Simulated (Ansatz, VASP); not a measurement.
**Cross-check of Si (Si (Fd-3m)) between VASP and Ansatz**

Aim: how closely do two programs agree when they are given the same cell, functional and k mesh? The cell is taken from a series of runs on this material, whose earlier steps may have relaxed, scaled, displaced or heated it; both programs get it as it stands.

Calculated with Ansatz 0.2.0; plane waves, with VASP 6.6.1 beside it; single point at PBE0.

## 1. The starting structure

Symmetry: Fd-3m, No. 227, cubic system. Conventional cell: a = 5.470 Å, b = 5.470 Å, c = 5.470 Å, α = 90.00°, β = 90.00°, γ = 90.00°. Si has 4 Si at 2.37 Å nearest.

As a file:

```
Si
1.0
     5.46978    0.00000    0.00000
     0.00000    5.46978    0.00000
     0.00000    0.00000    5.46978
Si
8
Direct
  0.00000 0.00000 0.50000
  0.00000 0.50000 0.00000
  0.50000 0.00000 0.00000
  0.50000 0.50000 0.50000
  0.25000 0.25000 0.75000
  0.25000 0.75000 0.25000
  0.75000 0.25000 0.25000
  0.75000 0.75000 0.75000
```

## 2. VASP: single point, PBE0

A single point gives forces, pressure and levels at one fixed geometry, so differences don't come from the geometry; what else differs is listed under the comparison.

Lines of VASP's logs that name or quote its potential files are left out, and so is its time.

The run reads the wave functions of an earlier VASP run, which isn't shown here.

Input file INCAR:

```
SYSTEM = Si
PREC = Accurate
ENCUT = 400
EDIFF = 1E-06
NELM = 100
ISMEAR = 0
SIGMA = 0.01
LREAL = .FALSE.
ALGO = Normal
LHFCALC = .TRUE.
AEXX = 0.25
GGA = PE
LASPH = .TRUE.
NBANDS = 24
PRECFOCK = Fast
LORBIT = 11
LWAVE = .FALSE.
LCHARG = .FALSE.
ISIF = 2
```

Input file POSCAR:

```
Si
1.0
    5.4697832428      0.0000000000      0.0000000000
    0.0000000000      5.4697832428      0.0000000000
    0.0000000000      0.0000000000      5.4697832428
Si
8
Direct
    0.0000000000      0.0000000000      0.5000000002
    0.0000000000      0.5000000002      0.0000000000
    0.5000000002      0.0000000000      0.0000000000
    0.5000000002      0.5000000002      0.5000000002
    0.2500000001      0.2500000001      0.7500000003
    0.2500000001      0.7500000003      0.2500000001
    0.7500000003      0.2500000001      0.2500000001
    0.7500000003      0.7500000003      0.7500000003
```

Input file KPOINTS:

```
Automatic mesh
0
Gamma
2 2 2
0 0 0
```

Potentials, in the order of the species: Si (PBE family, release 64).

Command:

```console
$ export OMP_NUM_THREADS=3
$ mpirun -np 1 vasp_std
```

Numbers of over 12 decimals in the logs are rounded to 6 here.

Log:

```text
[banner, memory and clock lines left out]
running    1 mpi-ranks, on    1 nodes
 distrk:  each k-point on    1 cores,    1 groups
 distr:  one band on    1 cores,    1 groups
 Offloading initialized ...    1 GPUs detected
 POSCAR found type information on POSCAR Si
 POSCAR found :  1 types and       8 ions
 LDA part: xc-table for (Slater+PW92), standard interpolation
 found WAVECAR, reading the header
 POSCAR, INCAR and KPOINTS ok, starting setup
 FFT: planning ... GRIDC
 FFT: planning ... GRID_SOFT
 FFT: planning ... GRID
 reading WAVECAR
 the WAVECAR file was read successfully
 initial charge from wavefunction
 entering main loop
       N       E                     dE             d eps       ncg     rms          rms(c)
DAV:   1    -0.538294760782E+02   -0.53829E+02   -0.15003E+00   192   0.665E+00    0.672E+00
DAV:   2    -0.538461178381E+02   -0.16642E-01   -0.51138E-02   208   0.113E+00    0.451E+00
DAV:   3    -0.538447897694E+02    0.13281E-02   -0.20306E-03   216   0.196E-01    0.269E+00
DAV:   4    -0.538440196966E+02    0.77007E-03   -0.27657E-04   200   0.807E-02    0.156E+00
DAV:   5    -0.538437375438E+02    0.28215E-03   -0.76422E-05   200   0.443E-02    0.890E-01
DAV:   6    -0.538436404020E+02    0.97142E-04   -0.27385E-05   208   0.267E-02    0.506E-01
DAV:   7    -0.538436079719E+02    0.32430E-04   -0.99632E-06   208   0.159E-02    0.287E-01
DAV:   8    -0.538435975571E+02    0.10415E-04   -0.35603E-06   184   0.933E-03    0.163E-01
DAV:   9    -0.538435944460E+02    0.31111E-05   -0.12127E-06   120   0.555E-03    0.933E-02
DAV:  10    -0.538435936844E+02    0.76162E-06   -0.56482E-07   112   0.391E-03
   1 F= -.53843594E+02 E0= -.53843594E+02  d E =-.143556E-42
```

Parts of OUTCAR (step 2):

```text
ion  position               nearest neighbor table
   1  0.000  0.000  0.500-   8 2.37   7 2.37   6 2.37   5 2.37
   2  0.000  0.500  0.000-   8 2.37   7 2.37   5 2.37   6 2.37
   3  0.500  0.000  0.000-   8 2.37   6 2.37   5 2.37   7 2.37
   4  0.500  0.500  0.500-   8 2.37   6 2.37   7 2.37   5 2.37
   5  0.250  0.250  0.750-   2 2.37   3 2.37   1 2.37   4 2.37
   6  0.250  0.750  0.250-   1 2.37   3 2.37   2 2.37   4 2.37
   7  0.750  0.250  0.250-   1 2.37   2 2.37   3 2.37   4 2.37
   8  0.750  0.750  0.750-   1 2.37   2 2.37   3 2.37   4 2.37

  LATTYP: Found a simple cubic cell.
 ALAT       =     5.4697832428

 Subroutine GETGRP returns: Found 48 space group operations
 (whereof 24 operations were pure point group operations)

The static configuration has the point symmetry T_d .
 The point group associated with its full space group is O_h .

 Found      4 irreducible k-points:

   k-points           NKPTS =      4   k-points in BZ     NKDIM =      8   number of bands    NBANDS=     24

   dimension x,y,z NGX =    36 NGY =   36 NGZ =   36
   dimension x,y,z NGXF=    72 NGYF=   72 NGZF=   72

   ENCUT  =  400.0 eV  29.40 Ry    5.42 a.u.   8.92  8.92  8.92*2*pi/ulx,y,z

   NELECT =      32.0000    total number of electrons

 k-points in reciprocal lattice and weights: Automatic mesh
   0.00000000  0.00000000  0.00000000       0.125
   0.50000000  0.00000000  0.00000000       0.375
   0.50000000  0.50000000  0.00000000       0.375
   0.50000000  0.50000000  0.50000000       0.125

  exchange ACFDT corr.  =         0.00000000  see jH, gK, PRB 81, 115126

 average (electrostatic) potential at core
       1 -79.3011       2 -79.3011       3 -79.3011       4 -79.3011       5 -79.3011
       6 -79.3011       7 -79.3011       8 -79.3011

 E-fermi :   4.9583

 k-point     1 :       0.0000    0.0000    0.0000
  band No.  band energies     occupation
    ...
     12       1.7829      2.00000
     13       1.7829      2.00000
     14       4.8621      2.00000
     15       4.8621      2.00000
     16       4.8621      2.00000
     17       6.9994      0.00000
     18       6.9994      0.00000
     19       6.9994      0.00000
     20       6.9994      0.00000
     21       6.9994      0.00000
    ...

 k-point     2 :       0.5000    0.0000    0.0000
  band No.  band energies     occupation
    ...
     12       1.0365      2.00000
     13       2.8606      2.00000
     14       2.8606      2.00000
     15       2.8606      2.00000
     16       2.8606      2.00000
     17       7.4431      0.00000
     18       7.4431      0.00000
     19       9.5592      0.00000
     20       9.5592      0.00000
     21      10.7065      0.00000
    ...

 k-point     3 :       0.5000    0.5000    0.0000
  band No.  band energies     occupation
    ...
     12       0.8864      2.00000
     13       3.4454      2.00000
     14       3.4454      2.00000
     15       3.4454      2.00000
     16       3.4454      2.00000
     17       8.8488      0.00000
     18       8.8488      0.00000
     19       8.8488      0.00000
     20       8.8488      0.00000
     21      11.3820      0.00000
    ...

  Total       -1.4872848     -1.4872848     -1.4872848      0.0000000      0.0000000      0.0000000
  in kB      -14.5611061    -14.5611061    -14.5611061      0.0000000      0.0000000      0.0000000
  external PRESSURE =     -14.5611061 kB  Pullay stress =       0.0000000 kB

  energy-cutoff  :      400.00
  volume of cell :      163.65
      direct lattice vectors                 reciprocal lattice vectors
     5.469783243  0.000000000  0.000000000     0.182822601  0.000000000  0.000000000
     0.000000000  5.469783243  0.000000000     0.000000000  0.182822601  0.000000000
     0.000000000  0.000000000  5.469783243     0.000000000  0.000000000  0.182822601

 POSITION                                       TOTAL-FORCE (eV/Angst)
 -----------------------------------------------------------------------------------
      0.00000      0.00000      2.73489         0.000000      0.000000     -0.000000
      0.00000      2.73489      0.00000        -0.000000     -0.000000      0.000000
      2.73489      0.00000      0.00000         0.000000      0.000000      0.000000
      2.73489      2.73489      2.73489         0.000000     -0.000000      0.000000
      1.36745      1.36745      4.10234        -0.000000     -0.000000      0.000000
      1.36745      4.10234      1.36745        -0.000000      0.000000     -0.000000
      4.10234      1.36745      1.36745        -0.000000     -0.000000     -0.000000
      4.10234      4.10234      4.10234         0.000000      0.000000     -0.000000
 -----------------------------------------------------------------------------------
    total drift:                               -0.000000     -0.000002      0.000001

  FREE ENERGIE OF THE ION-ELECTRON SYSTEM (eV)
  ---------------------------------------------------
  free  energy   TOTEN  =       -53.8435936844 eV

  energy  without entropy=      -53.8435936844  energy(sigma->0) =      -53.84359368

 total charge
# of ion       s       p       d       tot
------------------------------------------
    1        0.747   0.964   0.000   1.711
    2        0.747   0.964   0.000   1.711
    3        0.747   0.964   0.000   1.711
    4        0.747   0.964   0.000   1.711
    5        0.747   0.964   0.000   1.711
    6        0.747   0.964   0.000   1.711
    7        0.747   0.964   0.000   1.711
    8        0.747   0.964   0.000   1.711
--------------------------------------------------
tot          5.973   7.712   0.000  13.685

[... 1 further part left out ...]
```

The run ends at a pressure of -1.46 GPa.

## 3. Ansatz: single point, PBE0

Ansatz runs on its default PAW (the set named soft_2) files.

The same cell, functional and mesh now go to Ansatz.

Input file input.yaml:

```yaml
crystal:
  lattice:
    - [5.4697832428, 0.0, 0.0]
    - [0.0, 5.4697832428, 0.0]
    - [0.0, 0.0, 5.4697832428]
  atoms:
    - { symbol: Si, position: [0.0, 0.0, 0.5000000002] }
    - { symbol: Si, position: [0.0, 0.5000000002, 1.0] }
    - { symbol: Si, position: [0.5000000002, 0.0, 1.0] }
    - { symbol: Si, position: [0.5000000002, 0.5000000002, 0.5000000002] }
    - { symbol: Si, position: [0.2500000001, 0.2500000001, 0.7500000003] }
    - { symbol: Si, position: [0.2500000001, 0.7500000003, 0.2500000001] }
    - { symbol: Si, position: [0.7500000003, 0.2500000001, 0.2500000001] }
    - { symbol: Si, position: [0.7500000003, 0.7500000003, 0.7500000003] }
basis:
  ecutwfc: 420.0
  ecutrho_ratio: 4
  xc_grid: 2
  precision: f64
hamiltonian:
  xc: pbe0
  pseudopotentials: { kind: paw }
scf:
  max_iter: 120
  occupations: { method: fixed }
kpoints:
  mp_grid: { grid: [2, 2, 2] }
  band_path: { path: [VBM, CBM], npoints: 1 }
checkpoint:
  write: "../edges.run"
  compress: false
  write_wavefunctions: true
  write_every: 100000
```

Command:

```console
$ ansatz run input.yaml --threads 4 --pin off --max-ram 7536MiB --backend cpu --events-out ev --progress --plain --runs-dir out
```

Log:

```text
Engine: ansatz 0.2.0, aarch64-unknown-linux-gnu
Pseudopotentials: kind: paw
Pseudopotential: Si, paw, valence charge 4, recommended cutoff 420 eV (normal), Si.paw.azcp
Functional definition: PBE0
  parameter a = 0.25
  parameter kappa = 0.804
  parameter beta = 0.066725
  exchange = (1 - a)*pbe_x(kappa = kappa, mu = beta*pi^2/3) + a*exact_x
  correlation = pbe_c(beta = beta)
davidson cushion auto → on  (no smearing: the cushion is to keep the highest requested band from converging to the state above it; pin scf.eigensolver.cushion to override)
Crystal: 8 atoms, lattice volume = 163.648 Å³
Basis set: ecut = 420 eV, 3191 PW (Γ), exchange–correlation on 80×80×80 points (8 copies of the dense FFT grid, shifted against one another)
Bands: 24, of which v1, the nominal top of the filled ones, is band 16 counted from 1 (15 counted from 0)
Symmetry: 192 space group operations
Space group: Fd-3m (ITA 227), of the structure as read, at distance tolerance 5.5e-5 Å
k-points: 4 of 8
Non-local potential: Si, projectors of the file, l = 0: 2, l = 1: 2, l = 2: 2
PAW form: soft (Blöchl's): semilocal exchange-correlation on the pseudo side does not see the compensation charge
PAW frozen core: Si, regenerated for the run's functional, and the local potential with it (the file was generated under x = pbe(κ = 0.804, μ = 0.219515), c = pbe(β = 0.066725))
PAW one-centre angular grid: Si, 110 points (default); XC on 64 Gauss nodes
Initial density: superposition of atomic densities (neutral atoms: chi_scale 0, normalization atom), corrected by the library's trained network
Initial wavefunctions: pseudopotential atomic-orbital guess
Functional: x = pbe(κ = 0.804, μ = 0.219515), c = pbe(β = 0.066725), warm-up for x = 0.75 pbe(κ = 0.804, μ = 0.219515) + 0.25 exact, c = pbe(β = 0.066725)
SCF iter   1: F=—  HF=-5085.622333 eV  |F-HF|=—  |Δ(HF+E_count)|=         —  Δρ=1.69e-3  dr2=6.93e-3  ethr=1.77e-3  ⟨swp⟩=8.5  Hψ=529  notcnv=0
preconditioner: auto → none  [insulator: Δε(μ)=0.741 eV  Ē_g=7.970 eV  n_scr=26 (ndim 8)  ℏωp=16.4 eV  f_vac=0.000]
SCF iter   2: F=—  HF=-5085.622181 eV  |F-HF|=—  |Δ(HF+E_count)|=   1.52e-4  Δρ=7.84e-4  dr2=1.23e-3  ethr=2.17e-5  ⟨swp⟩=6.0  Hψ=318  notcnv=0  defer=1
iter 3 solved again at ethr=2.40e-8 eV; its pass at ethr=3.86e-6 eV (dr2=7.69e-6 eV) is discarded
SCF iter   3: F=-5085.622202 eV  HF=-5085.622195 eV  |F-HF|=6.75e-6  |Δ(HF+E_count)|=   1.42e-5  Δρ=9.36e-5  dr2=9.78e-6  ethr=2.40e-8  ⟨swp⟩=5.5  Hψ=627  notcnv=0
SCF 1 stopped early in 3 iterations: F = -5085.622202 eV  dr2 = 9.78e-6
  greatest PAW one-centre occupation: 0.624 electrons in one spin orbital (limit 2), on the Si atom at site 7 (counted from 0), in its partial waves of l = 0
Initial density: handed on by an earlier stage of this run
Initial wavefunctions: those handed on with the density
Functional: x = 0.75 pbe(κ = 0.804, μ = 0.219515) + 0.25 exact, c = pbe(β = 0.066725)
Exchange kernel: α = 0.2500, full range, Wigner–Seitz truncation, v(0) = 4101.5036 eV·Å³, q-mesh 2×2×2, nearest image of the exchange supercell L = 10.94 Å, pair-density grid 20×20×20, without the augmentation charges, whose exchange is taken in its separable form by FFT convolution over the k-point mesh (sized by the pseudopotential files, 40×40×40 at the most)
Frozen-core exchange: fock
SCF iter   1: F=—  HF=-5090.966220 eV  |F-HF|=—  |Δ(HF+E_count)|=         —  Δρ=2.90e-3  dr2=1.12e-2  ethr=3.06e-7  ⟨swp⟩=8.0  Hψ=606  notcnv=0
preconditioner: auto → none  [insulator: Δε(μ)=1.988 eV  Ē_g=9.991 eV  n_scr=26 (ndim 8)  ℏωp=16.4 eV  f_vac=0.000]
SCF iter   2: F=—  HF=-5090.961617 eV  |F-HF|=—  |Δ(HF+E_count)|=   4.60e-3  Δρ=1.32e-3  dr2=3.85e-3  ethr=3.06e-7  ⟨swp⟩=4.5  Hψ=368  notcnv=0
SCF iter   3: F=—  HF=-5090.979152 eV  |F-HF|=—  |Δ(HF+E_count)|=   1.75e-2  Δρ=5.94e-4  dr2=4.38e-4  ethr=3.06e-7  ⟨swp⟩=4.8  Hψ=407  notcnv=0
SCF iter   4: F=—  HF=-5090.979011 eV  |F-HF|=—  |Δ(HF+E_count)|=   1.41e-4  Δρ=8.09e-5  dr2=9.50e-5  ethr=3.06e-7  ⟨swp⟩=3.0  Hψ=241  notcnv=0
SCF iter   5: F=—  HF=-5090.979783 eV  |F-HF|=—  |Δ(HF+E_count)|=   7.72e-4  Δρ=1.30e-4  dr2=2.64e-5  ethr=1.95e-8  ⟨swp⟩=4.8  Hψ=405  notcnv=0
SCF iter   6: F=-5090.979773 eV  HF=-5090.979773 eV  |F-HF|=7.58e-8  |Δ(HF+E_count)|=   9.59e-6  Δρ=3.25e-6  dr2=1.92e-6  ethr=1.95e-8  ⟨swp⟩=3.5  Hψ=312  notcnv=0
SCF 2 stopped early in 6 iterations: F = -5090.979773 eV  dr2 = 1.92e-6
  greatest PAW one-centre occupation: 0.627 electrons in one spin orbital (limit 2), on the Si atom at site 7 (counted from 0), in its partial waves of l = 0
hybrid outer 1: dexx = +2.363e-2 eV, tail = 2.18e-5 eV
Exchange kernel: α = 0.2500, full range, Wigner–Seitz truncation, v(0) = 4101.5036 eV·Å³, q-mesh 2×2×2, nearest image of the exchange supercell L = 10.94 Å, pair-density grid 20×20×20, without the augmentation charges, whose exchange is taken in its separable form by FFT convolution over the k-point mesh (sized by the pseudopotential files, 40×40×40 at the most)
Frozen-core exchange: fock
SCF iter   1: F=—  HF=-5090.979679 eV  |F-HF|=—  |Δ(HF+E_count)|=         —  Δρ=2.46e-5  dr2=1.13e-6  ethr=3.41e-7  ⟨swp⟩=2.2  Hψ=215  notcnv=0
preconditioner: auto → none  [insulator: Δε(μ)=2.042 eV  Ē_g=10.011 eV  n_scr=26 (ndim 8)  ℏωp=16.4 eV  f_vac=0.000]
SCF iter   2: F=—  HF=-5090.979680 eV  |F-HF|=—  |Δ(HF+E_count)|=   1.41e-6  Δρ=1.17e-5  dr2=2.21e-7  ethr=2.75e-9  ⟨swp⟩=4.5  Hψ=313  notcnv=0
iter 3 solved again at ethr=2.24e-11 eV; its pass at ethr=5.19e-10 eV (dr2=7.18e-9 eV) is discarded
SCF iter   3: F=-5090.979680 eV  HF=-5090.979680 eV  |F-HF|=1.43e-9  |Δ(HF+E_count)|=   5.93e-8  Δρ=4.14e-6  dr2=1.60e-8  ethr=2.24e-11  ⟨swp⟩=3.5  Hψ=482  notcnv=0  defer=1
SCF 3 converged in 3 iterations: F = -5090.979680 eV  dr2 = 1.60e-8
hybrid outer 2: dexx = +1.801e-6 eV, tail = 3.70e-8 eV, Δε = 9.56e-4 eV (about 4.46e-5 eV left of the loop's levels)
NSCF: frozen V_eff on 20 k-points
NSCF: frozen V_eff on 20 k-points
[...]
hybrid SCF converged: 2 outer / 9 inner (+3 warm-up), last move |dexx| = 1.80e-6 eV, tail = 3.70e-8 eV
Stability not checked: this state was not tested for a lower state beside it, because the functional holds exact exchange (a hybrid, or Hartree-Fock), whose exchange loop this test does not read (fock_operator; see scf.lower_state_search)
Free energy (F): -5090.979680 eV
Frozen-core exchange: fock
Harris-Foulkes:  -5090.979680 eV  (|F-HF|=1.43e-9)
Internal energy: -5090.979680 eV  (E = F + TS)
E sigma→0 (E₀):  -5090.979680 eV
Fermi energy:    5.324464 eV
--- Per-component energies (eV) ---
  E_band       = -6.351732
  E_kinetic    = 323.635541
  E_local      = -222.315146  (includes V_loc(G=0)·N_el)
  E_nonlocal   = 201.215495
  E_hartree    = 62.152574
  E_xc         = -341.562819
  E_vxc        = -291.103154  (∫ρ·V_xc dr)
  E_exx        = -57.621097  (= α·E_x^exact, valence–valence)
  E_paw        = -4148.435850  (= ΣΔE_a)
  E_vpaw       = -26.847990  (= ΣTr[D̂ρ^β])
  E_aug_tail   = 0.000050  (compensation charges beyond the density's cutoff)
  E_ewald      = -907.595536
  E_core_change = -0.452891  (= ΣΔE_core)
  E_smearing   = -0.000000  (= −TS)
  E_closure    = -0.000000  (closes the sum)
  Σ components = -5090.979680   (vs F -5090.979680, Δ=0.00e0)
--- Band table (eV) ---
  k-point 0: bands = [... 12 lower, 2.2193, 5.3245, 5.3245, 5.3245, 7.3666, 7.3666, 7.3666, 7.3666, ... 1 higher]
  k-point 1: bands = [... 12 lower, 3.3097, 3.3097, 3.3097, 3.3097, 7.8131, 7.8131, 9.9307, 9.9307, ... 1 higher]
  k-point 2: bands = [... 12 lower, 3.8966, 3.8966, 3.8966, 3.8966, 9.2230, 9.2230, 9.2230, 9.2230, ... 1 higher]
  k-point 3: bands = [... 12 lower, 4.0187, 4.0187, 4.0187, 4.0187, 8.2289, 8.2289, 8.2289, 8.2289, ... 1 higher]
  guard bands above this table: 3 of the run's 24 bands. The solve was not asked for them (output.publish_guard_bands: true or output.eigenvalues: true publishes all)
```

In the SCF lines HF is the Harris–Foulkes energy and dr2 the Hartree energy of the density residual, in eV; the loop may stop once dr2 is under the threshold and the program's other checks hold. Hψ counts applications of the Hamiltonian.

## 4. Side by side

Known differences besides the potentials themselves: exact exchange at q = 0 is treated differently, which shows on coarse meshes; VASP keeps PBE cores, Ansatz makes them for the functional; fixed occupations in Ansatz, narrow Gaussian smearing in VASP; the cutoff is 420 eV in Ansatz and 400 eV in VASP; VASP takes a coarser grid for exact exchange (PRECFOCK = Fast). Total energies have different zeros and are not compared.

Both answers:

```
              quantity  Ansatz   VASP  difference
gap on the k mesh (eV)   2.042  2.137      -0.095
```

A gap on the mesh is an upper bound, since the band edges may lie between its points.

## 5. Results

| Item | Value |
| --- | --- |
| difference in gap on the k mesh (single point, PBE0) | -0.095 eV |

In words: The difference in gap on the k mesh is -0.095 eV (single point, PBE0), beyond the 0.08 eV picked in this series as the mark of a large difference. What causes the difference of the single point, PBE0 pair stays open here. How closely two codes agree says nothing of how well the functional describes the real material.

[Lines on the potential files, build, host, timing and source positions are cut from VASP's logs without a mark.]

[Logs are printed without paths, hosts, clocks, repeated set-up lines and the standing remarks that a program may print on its own settings, such as how far it seeks lower states.]

[Hosts, paths, dates, database ids (printed as entryN), source tags and the programs' standing remarks are cut or masked in the printed files.]
